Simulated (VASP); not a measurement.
Consider the following.

```xyz
5
Lattice="3.9825 0.0000 0.0000 0.0000 3.9825 0.0000 0.0000 0.0000 3.9825" Properties=species:S:1:pos:R:3 pbc="T T T"
K      0.0000     0.0000     0.0000
Mg     1.9913     1.9913     1.9913
H      1.9913     0.0000     1.9913
H      0.0000     1.9913     1.9913
H      1.9913     1.9913     0.0000
```

These are r2SCAN meta-GGA, VASP's PBE PAW potentials (set 64) (plane waves; VASP) values and carry that method's errors. Numerical set-up: 400 eV cut-off, 6×6×6 Γ-centred mesh, tetrahedra with Blöchl corrections, potentials K_sv Mg H.

Problem. Give the energies of bands 5 to 10 at the high-symmetry points, in eV from the valence-band maximum.

Solution. 
```json
[
 {"band": "5", "Γ": "-5.57", "X": "-3.84", "M": "-2.88", "R": "-2.12"},
 {"band": "6", "Γ": "-0.45", "X": "-2.76", "M": "-1.94", "R": "-2.12"},
 {"band": "7", "Γ": "-0.45", "X": "0.00", "M": "-1.94", "R": "-2.12"},
 {"band": "8", "Γ": "6.60", "X": "6.11", "M": "4.29", "R": "3.19"},
 {"band": "9", "Γ": "6.60", "X": "6.11", "M": "7.10", "R": "6.44"},
 {"band": "10", "Γ": "6.60", "X": "6.54", "M": "7.66", "R": "6.44"}
]
```

The gap is indirect, 3.19 eV, from the valence maximum at X to the conduction minimum at R.

The structure comes from a computed database's KMgH3 entry (Pm-3m); how it stands against other phases isn't given here. It was relaxed first.
